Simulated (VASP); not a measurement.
Input:

```xyz
71
Lattice="4.9323 -8.5430 0.0000 4.9323 8.5430 0.0000 0.0000 0.0000 10.5848" Properties=species:S:1:pos:R:3 pbc="T T T"
Zn     1.6575    -0.9625     2.6779
Zn     1.6394     0.9418     0.0068
Zn     1.6716    -0.9646     7.9011
Zn     1.6460     0.9223     5.3005
Zn     3.2878     1.8920     2.6537
Zn     3.2889     3.7966     0.0146
Zn     3.2799     1.8962     7.9536
Zn     3.2935     3.7964     5.3117
Zn     4.9365     4.7479     2.6543
Zn     4.9373     6.6472     0.0045
Zn     4.9360     4.7485     7.9481
Zn     4.9731     6.6439     5.2979
Zn     3.2848    -3.7815     2.6769
Zn     3.2834    -1.9010    10.5248
Zn     3.2884    -3.7651     7.8987
Zn     4.8867    -0.9772     2.6529
Zn     4.9340     0.9483     0.0017
Zn     4.9244    -0.9547     7.9246
Zn     4.9031     0.9377     5.3232
Zn     6.5682     1.9012     2.6669
Zn     6.5815     3.8001     0.0029
Zn     6.5885     1.9055     7.9451
Zn     6.5973     3.8276     5.2967
Zn     4.9398    -6.6410     2.6643
Zn     4.9233    -4.7462     0.0056
Zn     4.9303    -6.6451     7.9448
Zn     4.9137    -4.7368     5.3007
Zn     6.5718    -3.7956     2.6543
Zn     6.5767    -1.8970     0.0016
Zn     6.5717    -3.8038     7.9541
Zn     6.5573    -1.9223     5.3235
Zn     8.2196    -0.9576     2.6676
Zn     8.2208     0.9497     0.0202
Zn     8.2327    -0.9412     7.9465
Zn     8.2179     0.9466     5.2808
O      1.5039    -0.8663     4.6006
O      1.6481     0.9522     2.0040
O      1.6279    -0.9406     9.9427
O      1.6439     0.9579     7.3076
O      3.2861     1.9057     4.6703
O      3.2857     3.7945     2.0216
O      3.2892     1.8992     9.9554
O      3.2889     3.7963     7.3131
O      4.9257     4.7402     4.6669
O      4.9228     6.6398     2.0044
O      4.9283     4.7438     9.9512
O      4.9283     6.6430     7.3051
O      3.2926    -3.9685     4.5996
O      3.2769    -1.9068     1.9648
O      3.2879    -3.8147     9.9413
O      3.3061    -1.8874     7.4846
O      4.9280     0.9395     2.0012
O      4.9504    -0.9394     9.9541
O      4.9345     0.9666     7.3163
O      6.5530     1.8958     4.6772
O      6.5674     3.7901     2.0030
O      6.5778     1.8958     9.9489
O      6.5727     3.7950     7.3040
O      4.9384    -6.6452     4.6690
O      4.9386    -4.7457     2.0033
O      4.9295    -6.6465     9.9501
O      4.9405    -4.7502     7.3073
O      6.5851    -3.8072     4.6708
O      6.5679    -1.8987     2.0016
O      6.5786    -3.7972     9.9554
O      6.5943    -1.9059     7.3168
O      8.2117    -0.9706     4.6780
O      8.2182     0.9480     2.0296
O      8.2193    -0.9466     9.9497
O      8.2208     0.9498     7.2960
N      5.1354    -0.8363     4.5749
```

Calculation: PBE GGA, VASP's PBE PAW potentials (set 64) (plane waves; VASP). Numerical set-up: PREC = Normal, LREAL = Auto, ISYM = 0, 400 eV cut-off, 1×1×1 Γ-centred mesh, Gaussian smearing of 0.050 eV, potentials Zn O N. Starting moments (MAGMOM): 71*0.0423. The cell's moment is fixed (NUPDOWN = 3).

At this cut-off the stress carries a Pulay error, which pulls relaxed volumes low.  The supercell is sampled at Γ alone, which is coarse: total energies, pressure and levels can be off, energies of defects by several tenths of an eV.

Q: Estimate the cell moment, energy per atom (σ→0), pressure.

A: 
```
Quantity                       Result
---------------------  --------------
cell moment                   3.00 μB
energy per atom (σ→0)  -4412 meV/atom
pressure                    -4.06 GPa
```

Q: Give the moment on each site (PAW-sphere projection).

A: 
```
site  moment (μB)
----  -----------
Zn1          0.01
Zn2          0.00
Zn3          0.01
Zn4          0.01
Zn5          0.00
Zn6          0.00
Zn7          0.01
Zn8          0.01
Zn9          0.00
Zn10         0.00
Zn11         0.00
Zn12         0.02
Zn13         0.01
Zn14         0.01
Zn15         0.01
Zn16         0.06
Zn17         0.01
Zn18         0.01
Zn19         0.07
Zn20         0.00
Zn21         0.00
Zn22         0.01
Zn23         0.02
Zn24         0.00
Zn25         0.00
Zn26         0.00
Zn27         0.01
Zn28         0.00
Zn29         0.01
Zn30         0.01
Zn31         0.07
Zn32         0.00
Zn33         0.00
Zn34         0.01
Zn35         0.01
O36          0.16
O37          0.02
O38          0.02
O39          0.01
O40          0.05
O41          0.01
O42          0.01
O43          0.01
O44          0.02
O45          0.02
O46          0.01
O47          0.02
O48          0.16
O49          0.05
O50          0.02
O51          0.11
O52          0.05
O53          0.03
O54          0.04
O55          0.09
O56          0.02
O57          0.01
O58          0.02
O59          0.05
O60          0.02
O61          0.01
O62          0.01
O63          0.05
O64          0.05
O65          0.01
O66          0.04
O67          0.09
O68          0.01
O69          0.01
O70          0.01
N71          0.77
```

The cell is a supercell with a defect, built from ZnO (wurtzite): N_O-vac_Zn.
